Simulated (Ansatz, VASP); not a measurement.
# Cross-check of ZnS (Wurtzite-2H) between VASP and Ansatz, part 3 of 3

Aim: how closely do two programs agree when they are given the same cell, functional and k mesh? The cell is taken from a series of runs on this material, whose earlier steps may have relaxed, scaled, displaced or heated it; both programs get it as it stands.

VASP 6.6.1 and Ansatz 0.2.0.

So far: The starting structure; VASP: zone-centre phonons, LDA.

## 3. Ansatz: zone-centre phonons, LDA

Level of this step: Ansatz beside VASP: Kohn-Sham DFT, plane waves, LDA (Ansatz).

Ansatz runs on its PAW soft_1 files.

The same cell, functional (in two slightly different forms) and mesh now go to Ansatz, which takes its cutoff from its data sets.

Input file input.yaml:

```yaml
crystal:
  lattice:
    - [3.7755394883, 0.0, 0.0]
    - [-1.8877697441, 3.2697131098, 0.0]
    - [0.0, 0.0, 6.1051457729]
  atoms:
    - { symbol: S, position: [0.3333333333, 0.6666666667, 0.3809575411] }
    - { symbol: S, position: [0.6666666667, 0.3333333333, 0.8809575411] }
    - { symbol: Zn, position: [0.3333333333, 0.6666666667, 0.0040424589] }
    - { symbol: Zn, position: [0.6666666667, 0.3333333333, 0.5040424589] }
kpoints:
  mp_grid: { grid: [12, 12, 8] }
hamiltonian:
  xc: lda
  pseudopotentials: { kind: paw, azcp: { folder: soft_1 }, xc_functional: pbe }
scf:
  occupations: { method: fixed }
output:
  eigenvalues: true
phonons:
  method: dfpt
  dielectric: true
  rigid_motions: translations
```

Command:

```sh
ansatz run input.yaml --threads 8 --pin off --max-ram 16384MiB --backend cpu --events-out ev --progress --plain --runs-dir out
```

Numbers of over 12 decimals in the logs are rounded to 6 here.

Log:

```text
Engine: ansatz 0.2.0, x86_64-unknown-linux-gnu
Pseudopotentials: kind: paw
Pseudopotential: S, paw, valence charge 6, recommended cutoff 420 eV (normal), soft_1/S.paw.azcp
Pseudopotential: Zn, paw, valence charge 12, recommended cutoff 420 eV (normal), soft_1/Zn.paw.azcp
Functional definition: SPW92
  exchange = slater_x
  correlation = pw_c
Crystal: 4 atoms, lattice volume = 75.368 Å³
Basis set: ecut = 420 eV, 1473 PW (Γ), exchange–correlation on 54×54×96 points (8 copies of the dense FFT grid, shifted against one another)
Bands: 22, of which v1, the nominal top of the filled ones, is band 18 counted from 1 (17 counted from 0)
Symmetry: 12 space group operations
k-points: 320 of 1152 (irreducible under 2 space group operations, time reversal used)
Non-local potential: S, projectors of the file, l = 0: 2, l = 1: 2, l = 2: 1
Non-local potential: Zn, projectors of the file, l = 0: 2, l = 1: 2, l = 2: 3, l = 3: 1
PAW form: soft (Blöchl's): semilocal exchange-correlation on the pseudo side does not see the compensation charge
PAW frozen core: S, regenerated for the run's functional, and the local potential with it (the file was generated under x = pbe(κ = 0.804, μ = 0.219515), c = pbe(β = 0.066725))
PAW frozen core: Zn, regenerated for the run's functional, and the local potential with it (the file was generated under x = pbe(κ = 0.804, μ = 0.219515), c = pbe(β = 0.066725))
PAW one-centre angular grid: S, 110 points (default); XC on 64 Gauss nodes
PAW one-centre angular grid: Zn, 590 points (default); XC on 64 Gauss nodes
Initial density: superposition of atomic densities (chi_scale 0.1, normalization cell, long waves kept (reshape's long-wave potential 0.00 eV rms))
Initial wavefunctions: pseudopotential atomic-orbital guess
Functional: x = slater, c = lda
SCF iter   1: F=—  HF=-8235.073515 eV  |F-HF|=—  |Δ(HF+E_count)|=         —  Δρ=3.82e-2  dr2=6.77e-1  ethr=3.10e-3  ⟨swp⟩=5.0  Hψ=34607  notcnv=0  defer=617
preconditioner: auto → Resta (q_TF=auto, 2.412 Å⁻¹)  ε∞=6.3  [insulator: Δε(μ)=2.417 eV  Ē_g=11.138 eV  n_scr=22 (ndim 8)  ℏωp=25.7 eV  f_vac=0.003  ε∞_Penn≈6.3]
SCF iter   2: F=—  HF=-8234.912838 eV  |F-HF|=—  |Δ(HF+E_count)|=   1.61e-1  Δρ=1.56e-2  dr2=1.47e-1  ethr=1.88e-3  ⟨swp⟩=2.1  Hψ=14437  notcnv=0  defer=634
SCF iter   3: F=—  HF=-8234.879835 eV  |F-HF|=—  |Δ(HF+E_count)|=   3.30e-2  Δρ=9.92e-3  dr2=5.04e-2  ethr=4.09e-4  ⟨swp⟩=2.0  Hψ=12811  notcnv=0  defer=637
SCF iter   4: F=—  HF=-8234.864411 eV  |F-HF|=—  |Δ(HF+E_count)|=   1.54e-2  Δρ=3.03e-3  dr2=4.41e-3  ethr=1.40e-4  ⟨swp⟩=2.0  Hψ=15363  notcnv=0  defer=637
SCF iter   5: F=—  HF=-8234.864590 eV  |F-HF|=—  |Δ(HF+E_count)|=   1.79e-4  Δρ=4.56e-4  dr2=1.93e-4  ethr=1.23e-5  ⟨swp⟩=2.3  Hψ=12333  notcnv=0  defer=637
SCF iter   6: F=—  HF=-8234.864657 eV  |F-HF|=—  |Δ(HF+E_count)|=   6.63e-5  Δρ=2.36e-4  dr2=3.97e-5  ethr=5.37e-7  ⟨swp⟩=2.7  Hψ=12488  notcnv=0  defer=606
SCF iter   7: F=—  HF=-8234.864668 eV  |F-HF|=—  |Δ(HF+E_count)|=   1.09e-5  Δρ=5.44e-5  dr2=9.04e-7  ethr=1.10e-7  ⟨swp⟩=2.3  Hψ=12620  notcnv=0  defer=8
SCF iter   8: F=—  HF=-8234.864669 eV  |F-HF|=—  |Δ(HF+E_count)|=   1.78e-6  Δρ=1.76e-5  dr2=1.38e-7  ethr=2.51e-9  ⟨swp⟩=2.1  Hψ=11344  notcnv=0  defer=3
SCF iter   9: F=—  HF=-8234.864669 eV  |F-HF|=—  |Δ(HF+E_count)|=   6.91e-9  Δρ=2.00e-6  dr2=2.36e-9  ethr=3.83e-10  ⟨swp⟩=2.4  Hψ=13035  notcnv=0  defer=3
SCF iter  10: F=-8234.864669 eV  HF=-8234.864669 eV  |F-HF|=3.46e-11  |Δ(HF+E_count)|=  1.53e-10  Δρ=4.27e-7  dr2=8.74e-11  ethr=1.00e-12  ⟨swp⟩=8.4  Hψ=58972  notcnv=0
SCF 1 converged in 10 iterations: F = -8234.864669 eV  dr2 = 8.74e-11
  greatest PAW one-centre occupation: 0.983 electrons in one spin orbital (limit 2), on the Zn atom at site 3 (counted from 0), in its partial waves of l = 2
DFPT response loops at Γ: preconditioner auto → Resta (q_TF=auto, 2.412 Å⁻¹)  ε∞=5.3 (no band partly filled); β = 1.00, the filter's whole step (`scf.mixing.beta` (0.50) is not read by the response loops at its default; to damp them type it under 1.00, their step now; it binds the ground state too); Broyden in place of MSR1
── the response to a field inside a basis, on 12×12×8 k-points: an SCF that follows is theirs, and a resumed run solves both again ──
Bands: 19, of which v1, the nominal top of the filled ones, is band 18 counted from 1 (17 counted from 0)
k-points: 168 of 1152 (irreducible under 4 space group operations, time reversal used)
Initial density: handed on by an earlier stage of this run
Initial wavefunctions: pseudopotential atomic-orbital guess (no wavefunctions were taken with the density)
Eigensolver: Dense (168 Hₖ)
SCF iter   1: F=—  HF=-8234.861782 eV  |F-HF|=—  |Δ(HF+E_count)|=         —  Δρ=1.31e-4  dr2=1.78e-6  ethr=1.00e-1
preconditioner: auto → Resta (q_TF=auto, 2.412 Å⁻¹)  ε∞=8.0  [insulator: Δε(μ)=2.411 eV  Ē_g=9.684 eV  n_scr=22 (ndim 8)  ℏωp=25.7 eV  f_vac=0.029  ε∞_Penn≈8.0]
SCF iter   2: F=—  HF=-8234.861782 eV  |F-HF|=—  |Δ(HF+E_count)|=   8.85e-7  Δρ=9.17e-5  dr2=1.89e-6  ethr=4.93e-9
SCF iter   3: F=—  HF=-8234.861783 eV  |F-HF|=—  |Δ(HF+E_count)|=   2.33e-7  Δρ=2.67e-5  dr2=8.42e-8  ethr=4.93e-9
SCF iter   4: F=-8234.861783 eV  HF=-8234.861783 eV  |F-HF|=7.26e-9  |Δ(HF+E_count)|=   7.68e-8  Δρ=3.81e-6  dr2=2.83e-9  ethr=2.34e-10
SCF 1 converged in 4 iterations: F = -8234.861783 eV  dr2 = 2.83e-9
  greatest PAW one-centre occupation: 0.983 electrons in one spin orbital (limit 2), on the Zn atom at site 2 (counted from 0), in its partial waves of l = 2
DFPT response loops at Γ: preconditioner auto → Resta (q_TF=auto, 2.412 Å⁻¹)  ε∞=5.0 (no band partly filled); β = 1.00, the filter's whole step (`scf.mixing.beta` (0.50) is not read by the response loops at its default; to damp them type it under 1.00, their step now; it binds the ground state too); Broyden in place of MSR1
SCF converged after 10 iterations
Free energy (F): -8234.864669 eV
Harris-Foulkes:  -8234.864669 eV  (|F-HF|=3.46e-11)
Internal energy: -8234.864669 eV  (E = F + TS)
E sigma→0 (E₀):  -8234.864669 eV
Fermi energy:    6.096894 eV
--- Per-component energies (eV) ---
  E_band       = 11.932115
  E_kinetic    = 510.785261
  E_local      = -4491.652132  (includes V_loc(G=0)·N_el)
  E_nonlocal   = 1715.099303
  E_hartree    = 1706.725410
  E_xc         = -333.255704
  E_vxc        = -270.902081  (∫ρ·V_xc dr)
  E_paw        = -4803.957550  (= ΣΔE_a)
  E_vpaw       = -864.849150  (= ΣTr[D̂ρ^β])
  E_aug_tail   = -0.000517  (compensation charges beyond the density's cutoff)
  E_ewald      = -2542.029422
  E_core_change = 3.420682  (= ΣΔE_core)
  E_smearing   = -0.000000  (= −TS)
  E_closure    = 0.000000  (closes the sum)
  Σ components = -8234.864669   (vs F -8234.864669, Δ=0.00e0)
--- Band table (eV; the first three rows and the last of 320) ---
  k-point 0: bands = [... 14 lower, 5.0966, 6.0770, 6.0969, 6.0969, 8.2642, 8.9384, 12.1469, 12.1469]
  k-point 1: bands = [... 14 lower, 5.1313, 5.6995, 6.0548, 6.0548, 8.5946, 8.9823, 12.1683, 12.1683]
  k-point 2: bands = [... 14 lower, 5.2313, 5.2313, 5.9369, 5.9369, 9.1100, 9.1740, 12.2436, 12.2436]
  k-point 319: bands = [... 14 lower, 3.3372, 3.3372, 4.5999, 4.5999, 10.5088, 10.5088, 12.2939, 12.2939]
--- Phonons (Γ-DFPT): 4 representative perturbations + reference, on 320 of 1152 k-points (Σ response iterations 13) ---
  k mesh reduced under 2 symmetry operations, with k and −k counted as one. Each operation leaves every solved perturbation unchanged. A smaller set is not considered because the run solves the response to a homogeneous field
  ASR residual: 3.577e-4 → 0.000e0 eV/Å²; symmetrization residual: 7.337e-6 eV/Å²
  ASR residual per site (eV/Å²): 5.19e-5 5.19e-5 3.58e-4 3.58e-4
  Γ frequencies (cm⁻¹): 0.00 0.00 0.00 70.89 70.89 195.44 283.56 285.79 285.79 291.84 291.84 345.48
  ε∞ (high-frequency dielectric tensor):
        6.084923    -0.000000    -0.000000
       -0.000000     6.084923     0.000000
       -0.000000     0.000000     6.138725
  ε⁰ (static dielectric tensor: ions relaxed, cell fixed):
        8.666941    -0.000000    -0.000000
       -0.000000     8.666941    -0.000000
       -0.000000    -0.000000     8.990799
  ε⁰ − ε∞ (ionic part):
        2.582018     0.000000    -0.000000
        0.000000     2.582018    -0.000000
       -0.000000    -0.000000     2.852074
  softest optical mode at Γ: 70.89 cm⁻¹; the repairs (sum rule, projections) moved no ω² at Γ by more than (1.49 cm⁻¹)²
  Born effective charges Z* (e; rows j = field, columns β = displacement):
    site 0:
        -1.86393    0.00000    0.00000
         0.00000   -1.86393   -0.00000
         0.00000   -0.00000   -1.94371
    site 1:
        -1.86393    0.00000    0.00000
         0.00000   -1.86393   -0.00000
         0.00000   -0.00000   -1.94371
    site 2:
         1.86393   -0.00000   -0.00000
        -0.00000    1.86393    0.00000
        -0.00000    0.00000    1.94371
    site 3:
         1.86393   -0.00000   -0.00000
        -0.00000    1.86393    0.00000
        -0.00000    0.00000    1.94371
  Z* charge neutrality: 6.919e-4 e pre-enforcement
  solved inside a basis spanned on kpoints, on 12×12×8 k-points, its susceptibility summed on 16×16×8: ε∞ is read to err by 2.1e-2, Z* by 1.3e-2 e (field_mesh: kpoints solves on kpoints); Z* is corrected for what the basis lacks
  optical modes at Γ without the LO–TO term, one row a degenerate level:
      ω (cm⁻¹)  modes    IR ((D/Å)²/amu)
         70.89      2             0.0000
        195.44      1             0.0000
        283.56      1             8.1037
[...]
optical modes at Γ + LO–TO along q̂ = [1.0000, 0.0000, 0.0000]:
      ω (cm⁻¹)  modes    IR ((D/Å)²/amu)
[...]
optical modes at Γ + LO–TO along q̂ = [0.0000, 1.0000, 0.0000]:
      ω (cm⁻¹)  modes    IR ((D/Å)²/amu)
[...]
341.08      1             7.4521
        345.48      1             0.0000
  optical modes at Γ + LO–TO along q̂ = [0.0000, 0.0000, 1.0000]:
      ω (cm⁻¹)  modes    IR ((D/Å)²/amu)
         70.89      2             0.0000
        195.44      1             0.0000
        285.79      2            14.9042
        291.84      2             0.0000
        343.17      1             8.1037
        345.48      1             0.0000
```

The column dr2 measures how far the density is from self-consistency, as an energy; F and HF (Harris–Foulkes) agree once it is small.

## 4. Differences

Known differences besides the potentials themselves: fixed occupations in Ansatz, narrow Gaussian smearing in VASP; VASP's response is taken on the typed mesh, Ansatz refines its own for the field response alone; the cutoff is 420 eV in Ansatz and 500 eV in VASP; VASP's log shows a relativistic correction to its local exchange, Ansatz's none. Total energies have different zeros and are not compared.

Compared:

| quantity | Ansatz | VASP | difference |
| --- | --- | --- | --- |
| ε∞ xx | 6.08 | 6.03 | +0.85 % |
| ε∞ yy | 6.08 | 6.03 | +0.85 % |
| ε∞ zz | 6.14 | 6.08 | +0.89 % |
| Born charge of S1 (mean of the diagonal) (e) | -1.89 | -1.90 | +0.01 |
| Born charge of Zn3 (mean of the diagonal) (e) | 1.89 | 1.90 | -0.01 |
| optical mode 1 to 2 (cm⁻¹) | 70.9 | 69.2 | +2.45 % |
| optical mode 3 (cm⁻¹) | 195.4 | 196.0 | -0.29 % |
| optical mode 4 (cm⁻¹) | 283.6 | 285.0 | -0.52 % |
| optical mode 5 to 6 (cm⁻¹) | 285.8 | 286.8 | -0.36 % |
| optical mode 7 to 8 (cm⁻¹) | 291.8 | 292.9 | -0.36 % |
| optical mode 9 (cm⁻¹) | 345.5 | 346.7 | -0.36 % |

Modes are paired by rising frequency, not by their patterns, so a pair may set unlike modes beside each other; they are those without the splitting of longitudinal modes.

## 5. What came out

```yaml
r_m_s_difference_of_the_optical_zone_centre_modes_each_program_s_sorted_by_frequency_zone_centre_phonons_lda: 1.3 cm⁻¹
difference_in_optical_mode_1_to_2_zone_centre_phonons_lda: +2.4 %
```

In words: The r.m.s. difference of the optical zone-centre modes, each program's sorted by frequency is 1.3 cm⁻¹ (zone-centre phonons, LDA). Among the rows given in per cent, the largest difference of the zone-centre phonons, LDA pair is in optical mode 1 to 2, +2.4 %. Such differences can come from data sets, numerical settings and the points named under the comparisons, not from the functional's error against experiment.

[Lines on the potential files, build, host, timing and source positions are cut from VASP's logs without a mark.]

[Logs are printed without paths, hosts, clocks, repeated set-up lines and the standing remarks that a program may print on its own settings, such as how far it seeks lower states.]

[Hosts, paths, dates, database ids (printed as entryN), source tags and the programs' standing remarks are cut or masked in the printed files.]
